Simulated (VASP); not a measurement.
# A VASP study of TiC (Khamrabaevite) (PBEsol): structure first, properties next, part 3 of 5

How well does PBEsol reproduce what experiment finds for TiC (Khamrabaevite)? The cell is relaxed first, and properties follow on it. Left out of this account: 1 further run (relaxation: it shows nothing beyond the runs told). The start is a cell from a database of measured crystal structures.

VASP 6.6.1; PBEsol; plane waves and PAW (Ti_sv, C).

So far. Step 5 (Band structure (PBEsol)): There is no gap at this level. Step 5 (Band structure (PBEsol)): Of the bands kept, 4 cross the Fermi level on this path.

### Step 6. Density of states (PBEsol)

A density of states needs more k-points than a total energy; ISMEAR = -5 takes tetrahedra, and LORBIT projects the states on the PAW spheres. The mesh is finer than in the run before.

INCAR reads:

```
SYSTEM = TiC
PREC = Accurate
ENCUT = 520
EDIFF = 1E-06
NELM = 100
ISMEAR = -5
SIGMA = 0.05
LREAL = .FALSE.
ALGO = Normal
GGA = PS
NBANDS = 20
LASPH = .TRUE.
LORBIT = 11
LWAVE = .FALSE.
LCHARG = .FALSE.
KPAR = 2
NEDOS = 2001
```

POSCAR reads:

```
TiC
1.0
    0.0000000000      2.1474690364      2.1474690364
    2.1474690364      0.0000000000      2.1474690364
    2.1474690364      2.1474690364      0.0000000000
Ti C
1 1
Direct
    0.0000000000      0.0000000000      0.0000000000
    0.5000000000      0.5000000000      0.5000000000
```

KPOINTS reads:

```
Automatic mesh
0
Gamma
11 11 11
0 0 0
```

Potentials, in the order of the species: Ti_sv and C (PBE family, release 64).

The run is started by

```bash
$ mpirun -np 2 vasp_std
```

The program printed:

```text
[... set-up lines as in an earlier step ...]
 entering main loop
       N       E                     dE             d eps       ncg     rms          rms(c)
DAV:   1     0.124990377073E+03    0.12499E+03   -0.72351E+03  2264   0.971E+02
DAV:   2    -0.174576169968E+02   -0.14245E+03   -0.13088E+03  2292   0.277E+02
DAV:   3    -0.249965604358E+02   -0.75389E+01   -0.73940E+01  2704   0.641E+01
DAV:   4    -0.251609260505E+02   -0.16437E+00   -0.16410E+00  2684   0.895E+00
DAV:   5    -0.251634485250E+02   -0.25225E-02   -0.25224E-02  2548   0.107E+00    0.189E+01
DAV:   6    -0.203958893012E+02    0.47676E+01   -0.44853E+00  2992   0.421E+01    0.678E+00
DAV:   7    -0.198386123079E+02    0.55728E+00   -0.10375E+00  2756   0.145E+01    0.518E+00
DAV:   8    -0.197998076652E+02    0.38805E-01   -0.12689E-01  2972   0.430E+00    0.174E+00
DAV:   9    -0.198058425106E+02   -0.60348E-02   -0.41749E-02  2756   0.151E+00    0.990E-01
DAV:  10    -0.198029484801E+02    0.28940E-02   -0.35789E-03  2560   0.795E-01    0.702E-01
DAV:  11    -0.198008650116E+02    0.20835E-02   -0.16774E-03  2760   0.676E-01    0.682E-02
DAV:  12    -0.198008691108E+02   -0.40993E-05   -0.16902E-04  2404   0.102E-01    0.337E-02
DAV:  13    -0.198008814236E+02   -0.12313E-04   -0.31116E-06  2692   0.358E-02    0.645E-03
DAV:  14    -0.198008785643E+02    0.28593E-05   -0.96601E-07  2148   0.133E-02    0.455E-03
DAV:  15    -0.198008778394E+02    0.72496E-06   -0.16765E-07  1256   0.447E-03
   1 F= -.19800878E+02 E0= -.19800878E+02  d E =0.000000E+00
 -----------------------------------------------------------------------------
|                                                                             |
|           W    W    AA    RRRRR   N    N  II  N    N   GGGG   !!!           |
|           W    W   A  A   R    R  NN   N  II  NN   N  G    G  !!!           |
|           W    W  A    A  R    R  N N  N  II  N N  N  G       !!!           |
|           W WW W  AAAAAA  RRRRR   N  N N  II  N  N N  G  GGG   !            |
|           WW  WW  A    A  R   R   N   NN  II  N   NN  G    G                |
|           W    W  A    A  R    R  N    N  II  N    N   GGGG   !!!           |
|                                                                             |
|     Tetrahedron method does not include variations of the Fermi             |
|     occupations, so forces and stress will be inaccurate. We suggest        |
|     using a different smearing scheme ISMEAR = 1 or 2 for metals in         |
|     relaxations.                                                            |
|                                                                             |
 -----------------------------------------------------------------------------
```

Run time: 14 s. Hardware: 2 MPI ranks of AMD EPYC 7R43, shared host; peak memory 0.22 GiB; 26 s of CPU time.

From OUTCAR (step 6):

```text
   k-points           NKPTS =     56   k-points in BZ     NKDIM =     56   number of bands    NBANDS=     20

   NELECT =      16.0000    total number of electrons

 E-fermi :   9.6365

 k-point     1 :       0.0000    0.0000    0.0000
  band No.  band energies     occupation
      1     -46.6521      2.00000
      2     -22.7648      2.00000
      3     -22.7648      2.00000
      4     -22.7648      2.00000
      5      -2.8829      2.00000
      6      10.2753     -0.08677
      7      10.2753      0.00000
      8      10.2753      0.00000
      9      11.3400      0.00000
     10      11.3400      0.00000
    ...

  Total       -0.0088856     -0.0088856     -0.0088856      0.0000000      0.0000000      0.0000000
  in kB       -0.7187611     -0.7187611     -0.7187611      0.0000000      0.0000000      0.0000000
  external PRESSURE =      -0.7187611 kB  Pullay stress =       0.0000000 kB

 POSITION                                       TOTAL-FORCE (eV/Angst)
 -----------------------------------------------------------------------------------
      0.00000      0.00000      0.00000         0.000000      0.000000      0.000000
      2.14747      2.14747      2.14747         0.000000      0.000000      0.000000
 -----------------------------------------------------------------------------------
    total drift:                                0.000000     -0.000000     -0.000000

  FREE ENERGIE OF THE ION-ELECTRON SYSTEM (eV)
  ---------------------------------------------------
  free  energy   TOTEN  =       -19.8008778394 eV

  energy  without entropy=      -19.8008778394  energy(sigma->0) =      -19.80087784

[... 6 parts as in an earlier step ...]

[... 10 further parts left out ...]
```

With tetrahedra the forces and stress of a metal are not exact derivatives of the energy.

This step gave:

* SCF cycles: 15
* irreducible k-points: 56
* Fermi energy: 9.636 eV
* pressure: -0.07188 GPa
* DOS at the Fermi level: 0.2280 states/eV/cell

The density of states has structure finer than the step of the table below, so its rows give means over 0.5 eV, whole bins alone (the curve runs from -12.0 to 1.66 eV). Peaks (eV: height): total -9.52: 2.18, -4.02: 1.39, -2.98: 2.86, -2.51: 3.31; Ti d -9.52: 0.235, -4.02: 0.276, -2.98: 0.969, -2.51: 1.23; C p -4.02: 0.344, -2.98: 0.695, -2.51: 0.884; Ti p -9.43: 0.130, -3.55: 0.138, -3.08: 0.195, -2.51: 0.100; Ti s -10.09: 0.0447, -4.59: 0.0831, -2.51: 0.0209.

States under -12.0 eV and over 1.7 eV are left out. Table of density of states by energy, zero at the Fermi level; means over each step; values in states/eV/cell:

```
energy (eV)   total     Ti d      C p     Ti p     Ti s      C s
      -11.5   0.179   9.7e-4  0.00120  0.00591   0.0226   0.0645
      -11.0   0.267  0.00391  0.00219   0.0123   0.0279   0.0997
      -10.5   0.443   0.0180  0.00326   0.0233   0.0334    0.175
      -10.0    1.07    0.106  0.00445   0.0478   0.0391    0.456
       -9.5    1.64    0.160  0.00401   0.0998   0.0223    0.734
       -9.0   0.275   0.0118   7.5e-4   0.0246  0.00260    0.120
       -8.5       0        0        0        0        0        0
       -8.0       0        0        0        0        0        0
       -7.5       0        0        0        0        0        0
       -7.0       0        0        0        0        0        0
       -6.5       0        0        0        0        0        0
       -6.0  0.0267  0.00472  0.00551   2.6e-4  0.00335   3.0e-4
       -5.5   0.221   0.0402   0.0464  0.00398   0.0249  0.00317
       -5.0   0.490   0.0952    0.107   0.0134   0.0464  0.00801
       -4.5   0.971    0.201    0.222   0.0372   0.0733   0.0158
       -4.0    1.20    0.233    0.294   0.0819   0.0583   0.0168
       -3.5   0.777    0.142    0.194   0.0754   0.0186  0.00998
       -3.0    2.25    0.716    0.541    0.141  0.00825  0.00742
       -2.5    2.59    0.979    0.668   0.0815   0.0129  0.00607
       -2.0    1.53    0.590    0.379   0.0486  0.00749  0.00451
       -1.5   0.918    0.343    0.241   0.0317  0.00401  0.00298
       -1.0   0.604    0.213    0.169   0.0243  0.00196  0.00166
       -0.5   0.330    0.115   0.0931   0.0145   6.7e-4   6.4e-4
        0.0   0.243   0.0990   0.0579   0.0104   5.2e-4   3.7e-4
        0.5   0.421    0.215   0.0724   0.0132  0.00175  0.00119
        1.0   0.695    0.431   0.0818   0.0125  0.00334  0.00237
```

The finer mesh and the other smearing move the Fermi level by +0.06 eV from the 8×8×8 run, one measure of the sampling error in the zero of the bands above. Of the states within 0.3 eV of the Fermi level, the largest shares in the PAW spheres are Ti d 41 % and C p 24 %. The rest lies in smaller channels or between the spheres.

### Step 7. Volume scan with PBEsol, volume scale 0.94

An equation of state needs energies on both sides of the minimum, all on one mesh and cutoff.

INCAR reads:

```
SYSTEM = TiC
PREC = Accurate
ENCUT = 520
EDIFF = 1E-06
NELM = 100
ISMEAR = 0
SIGMA = 0.05
LREAL = .FALSE.
ALGO = Normal
GGA = PS
NBANDS = 14
LASPH = .TRUE.
LORBIT = 11
LWAVE = .FALSE.
LCHARG = .FALSE.
KPAR = 2
ISIF = 2
```

POSCAR reads:

```
TiC
1.0
    0.0000000000      2.1036308370      2.1036308370
    2.1036308370      0.0000000000      2.1036308370
    2.1036308370      2.1036308370      0.0000000000
Ti C
1 1
Direct
    0.0000000000      0.0000000000      0.0000000000
    0.5000000000      0.5000000000      0.5000000000
```

KPOINTS reads:

```
Automatic mesh
0
Gamma
8 8 8
0 0 0
```

The run is started by

```bash
$ mpirun -np 2 vasp_std
```

The program printed:

```text
[... set-up lines as in an earlier step ...]
 entering main loop
       N       E                     dE             d eps       ncg     rms          rms(c)
DAV:   1     0.120511077417E+03    0.12051E+03   -0.81204E+03   820   0.139E+03
DAV:   2    -0.172272479168E+02   -0.13774E+03   -0.12997E+03   842   0.359E+02
DAV:   3    -0.246490060417E+02   -0.74218E+01   -0.72567E+01  1094   0.809E+01
DAV:   4    -0.249212444447E+02   -0.27224E+00   -0.27206E+00   996   0.144E+01
DAV:   5    -0.249265754859E+02   -0.53310E-02   -0.53308E-02  1084   0.180E+00    0.205E+01
DAV:   6    -0.201367925398E+02    0.47898E+01   -0.11695E+01  1150   0.604E+01    0.643E+00
DAV:   7    -0.197562758201E+02    0.38052E+00   -0.17607E+00   990   0.197E+01    0.584E+00
DAV:   8    -0.197300176501E+02    0.26258E-01   -0.13219E-01   952   0.517E+00    0.219E+00
DAV:   9    -0.197370377530E+02   -0.70201E-02   -0.54357E-02   998   0.210E+00    0.918E-01
DAV:  10    -0.197350197557E+02    0.20180E-02   -0.69838E-03  1032   0.115E+00    0.619E-01
DAV:  11    -0.197339533056E+02    0.10665E-02   -0.33063E-03   890   0.886E-01    0.524E-02
DAV:  12    -0.197339181722E+02    0.35133E-04   -0.19663E-04   920   0.215E-01    0.164E-02
DAV:  13    -0.197339109351E+02    0.72370E-05   -0.14592E-05  1036   0.568E-02    0.663E-03
DAV:  14    -0.197339105312E+02    0.40389E-06   -0.21381E-06   856   0.225E-02
   1 F= -.19733911E+02 E0= -.19733577E+02  d E =-.666565E-03
```

Wall time 5.8 s (2 MPI ranks); peak memory 0.21 GiB.

From OUTCAR (step 7):

```text
   ENCUT  =  520.0 eV  38.22 Ry    6.18 a.u.   5.53  5.53  5.53*2*pi/ulx,y,z

   NELECT =      16.0000    total number of electrons

 E-fermi :  10.3216

 k-point     1 :       0.0000    0.0000    0.0000
  band No.  band energies     occupation
      1     -45.7196      2.00000
      2     -21.7905      2.00000
      3     -21.7905      2.00000
      4     -21.7905      2.00000
      5      -2.4080      2.00000
      6      11.0462      0.00000
      7      11.0462      0.00000
      8      11.0462      0.00000
      9      12.1808      0.00000
     10      12.1808      0.00000
    ...

  Total        2.1550052      2.1550052      2.1550052      0.0000000      0.0000000      0.0000000
  in kB      185.4472151    185.4472151    185.4472151      0.0000000      0.0000000      0.0000000
  external PRESSURE =     185.4472151 kB  Pullay stress =       0.0000000 kB

 POSITION                                       TOTAL-FORCE (eV/Angst)
 -----------------------------------------------------------------------------------
      0.00000      0.00000      0.00000         0.000000     -0.000000      0.000000
      2.10363      2.10363      2.10363        -0.000000      0.000000     -0.000000
 -----------------------------------------------------------------------------------
    total drift:                                0.000000     -0.000000     -0.000000

  FREE ENERGIE OF THE ION-ELECTRON SYSTEM (eV)
  ---------------------------------------------------
  free  energy   TOTEN  =       -19.7339105312 eV

  energy  without entropy=      -19.7332439658  energy(sigma->0) =      -19.73357725

[... 4 parts as in an earlier step ...]

[... 12 further parts left out ...]
```

The scan keeps the cell's shape and the fractional positions fixed.

This step gave:

| Item | Value |
| --- | --- |
| SCF cycles | 14 |
| bands | 14 |
| irreducible k-points | 29 |
| free energy (TOTEN) | -19.73 eV |
| energy at zero smearing | -19.73 eV |
| Fermi energy | 10.32 eV |
| pressure | 18.54 GPa |

The pressure here is 18.54 GPa.

### Step 8. Volume scan with PBEsol, volume scale 0.96

INCAR is that of step 7.

POSCAR reads:

```
TiC
1.0
    0.0000000000      2.1184456267      2.1184456267
    2.1184456267      0.0000000000      2.1184456267
    2.1184456267      2.1184456267      0.0000000000
Ti C
1 1
Direct
    0.0000000000      0.0000000000      0.0000000000
    0.5000000000      0.5000000000      0.5000000000
```

KPOINTS is that of step 7.

The run is started by

```bash
$ mpirun -np 2 vasp_std
```

The program printed:

```text
[... set-up lines as in an earlier step ...]
 entering main loop
       N       E                     dE             d eps       ncg     rms          rms(c)
DAV:   1     0.124670021911E+03    0.12467E+03   -0.81462E+03   812   0.138E+03
DAV:   2    -0.168380107497E+02   -0.14151E+03   -0.13308E+03   866   0.360E+02
DAV:   3    -0.247309506311E+02   -0.78929E+01   -0.77181E+01  1034   0.847E+01
DAV:   4    -0.250147559519E+02   -0.28381E+00   -0.28364E+00  1028   0.148E+01
DAV:   5    -0.250223244784E+02   -0.75685E-02   -0.75683E-02  1038   0.198E+00    0.199E+01
DAV:   6    -0.202250968840E+02    0.47972E+01   -0.11976E+01  1150   0.603E+01    0.647E+00
DAV:   7    -0.198005992734E+02    0.42450E+00   -0.18577E+00   998   0.202E+01    0.564E+00
DAV:   8    -0.197694806761E+02    0.31119E-01   -0.12396E-01   936   0.490E+00    0.251E+00
DAV:   9    -0.197744522581E+02   -0.49716E-02   -0.66432E-02  1004   0.255E+00    0.880E-01
DAV:  10    -0.197727287146E+02    0.17235E-02   -0.78739E-03  1014   0.115E+00    0.639E-01
DAV:  11    -0.197713490712E+02    0.13796E-02   -0.39684E-03   878   0.100E+00    0.546E-02
DAV:  12    -0.197713157411E+02    0.33330E-04   -0.24964E-04   920   0.235E-01    0.973E-03
DAV:  13    -0.197713096950E+02    0.60461E-05   -0.12486E-05  1128   0.475E-02    0.425E-03
DAV:  14    -0.197713093287E+02    0.36630E-06   -0.13855E-06   774   0.177E-02
   1 F= -.19771309E+02 E0= -.19770959E+02  d E =-.701432E-03
```

It took 5.8 s on 2 MPI ranks; peak memory 0.2 GiB; 10 s of CPU time.

Parts of OUTCAR (step 8):

```text
   ENCUT  =  520.0 eV  38.22 Ry    6.18 a.u.   5.57  5.57  5.57*2*pi/ulx,y,z

   NELECT =      16.0000    total number of electrons

 E-fermi :  10.0658

 k-point     1 :       0.0000    0.0000    0.0000
  band No.  band energies     occupation
      1     -46.0401      2.00000
      2     -22.1266      2.00000
      3     -22.1266      2.00000
      4     -22.1266      2.00000
      5      -2.5741      2.00000
      6      10.7810      0.00000
      7      10.7810      0.00000
      8      10.7811      0.00000
      9      11.8908      0.00000
     10      11.8908      0.00000
    ...

  Total        1.3888397      1.3888397      1.3888397      0.0000000     -0.0000000      0.0000000
  in kB      117.0255670    117.0255670    117.0255670      0.0000000     -0.0000000      0.0000000
  external PRESSURE =     117.0255670 kB  Pullay stress =       0.0000000 kB

 POSITION                                       TOTAL-FORCE (eV/Angst)
 -----------------------------------------------------------------------------------
      0.00000      0.00000      0.00000         0.000000      0.000000      0.000000
      2.11845      2.11845      2.11845        -0.000000      0.000000     -0.000000
 -----------------------------------------------------------------------------------
    total drift:                                0.000000     -0.000000     -0.000000

  FREE ENERGIE OF THE ION-ELECTRON SYSTEM (eV)
  ---------------------------------------------------
  free  energy   TOTEN  =       -19.7713093287 eV

  energy  without entropy=      -19.7706078967  energy(sigma->0) =      -19.77095861

[... 4 parts as in an earlier step ...]

[... 12 further parts left out ...]
```

This step gave:

```
free energy (TOTEN)     : -19.77 eV
energy at zero smearing : -19.77 eV
Fermi energy            : 10.07 eV
pressure                : 11.70 GPa
```

The pressure falls from 18.54 to 11.70 GPa.

The run ends at a pressure of 11.70 GPa.

### Step 9. Volume scan with PBEsol, volume scale 0.98

INCAR is that of step 8.

POSCAR reads:

```
TiC
1.0
    0.0000000000      2.1330560583      2.1330560583
    2.1330560583      0.0000000000      2.1330560583
    2.1330560583      2.1330560583      0.0000000000
Ti C
1 1
Direct
    0.0000000000      0.0000000000      0.0000000000
    0.5000000000      0.5000000000      0.5000000000
```

KPOINTS is that of step 8.

The run is started by

```bash
$ mpirun -np 2 vasp_std
```

The program printed:

```text
[... set-up lines as in an earlier step ...]
 entering main loop
       N       E                     dE             d eps       ncg     rms          rms(c)
DAV:   1     0.118339602804E+03    0.11834E+03   -0.81266E+03   812   0.138E+03
DAV:   2    -0.172053573755E+02   -0.13554E+03   -0.12763E+03   866   0.350E+02
DAV:   3    -0.248293538386E+02   -0.76240E+01   -0.74655E+01  1080   0.823E+01
DAV:   4    -0.250935337370E+02   -0.26418E+00   -0.26398E+00   992   0.139E+01
[...]
DAV:  12    -0.197926665163E+02    0.23381E-04   -0.30867E-04   890   0.242E-01    0.192E-02
DAV:  13    -0.197926611992E+02    0.53171E-05   -0.11439E-05  1162   0.390E-02    0.289E-03
DAV:  14    -0.197926608919E+02    0.30726E-06   -0.76726E-07   624   0.140E-02
   1 F= -.19792661E+02 E0= -.19792268E+02  d E =-.785596E-03
```

Elapsed: 5.6 s, on 2 MPI ranks; peak memory 0.21 GiB; 10 s of CPU time.

OUTCAR, selected parts (step 9):

```text
  Total        0.6695501      0.6695501      0.6695501      0.0000000      0.0000000     -0.0000000
  in kB       55.2658532     55.2658532     55.2658532      0.0000000      0.0000000     -0.0000000
  external PRESSURE =      55.2658532 kB  Pullay stress =       0.0000000 kB

 POSITION                                       TOTAL-FORCE (eV/Angst)
 -----------------------------------------------------------------------------------
      0.00000      0.00000      0.00000        -0.000000     -0.000000     -0.000000
      2.13306      2.13306      2.13306         0.000000      0.000000      0.000000
 -----------------------------------------------------------------------------------
    total drift:                                0.000000     -0.000000     -0.000000

  FREE ENERGIE OF THE ION-ELECTRON SYSTEM (eV)
  ---------------------------------------------------
  free  energy   TOTEN  =       -19.7926608919 eV

  energy  without entropy=      -19.7918752963  energy(sigma->0) =      -19.79226809

[... 1 part as in an earlier step ...]

[... 2 further parts left out ...]
[key lines of the parts left out:]
E-fermi :   9.8165
```

The pressure falls from 11.70 to 5.53 GPa.

The run ends at a pressure of 5.53 GPa.

### Step 10. Volume scan with PBEsol, volume scale 1

INCAR is that of step 9.

POSCAR reads:

```
TiC
1.0
    0.0000000000      2.1474690364      2.1474690364
    2.1474690364      0.0000000000      2.1474690364
    2.1474690364      2.1474690364      0.0000000000
Ti C
1 1
Direct
    0.0000000000      0.0000000000      0.0000000000
    0.5000000000      0.5000000000      0.5000000000
```

KPOINTS is that of step 9.

The run is started by

```bash
$ mpirun -np 2 vasp_std
```

The program printed:

```text
[... set-up lines as in an earlier step ...]
 entering main loop
       N       E                     dE             d eps       ncg     rms          rms(c)
[... 14 cycles as in an earlier step ...]
   1 F= -.19799511E+02 E0= -.19799076E+02  d E =-.871180E-03
```

The job ended after 5.6 s (2 MPI ranks; peak memory 0.21 GiB).

OUTCAR, selected parts (step 10):

```text
[... 6 parts as in an earlier step ...]

[... 1 further part left out ...]
[key lines of the parts left out:]
E-fermi :   9.5732
```

The pressure falls from 5.53 to -0.06 GPa, so it vanishes between these two volumes.

(Continued in part 4 of 5.)

[Lines on the potential files, build, host, timing and source positions are cut from VASP's logs without a mark.]

[Logs are printed without paths, hosts, clocks, repeated set-up lines and the standing remarks that a program may print on its own settings, such as how far it seeks lower states.]

[Hosts, paths, dates, database ids (printed as entryN), source tags and the programs' standing remarks are cut or masked in the printed files.]

[A measured line is paired with the nearest computed mode of its activity, which favours agreement.]
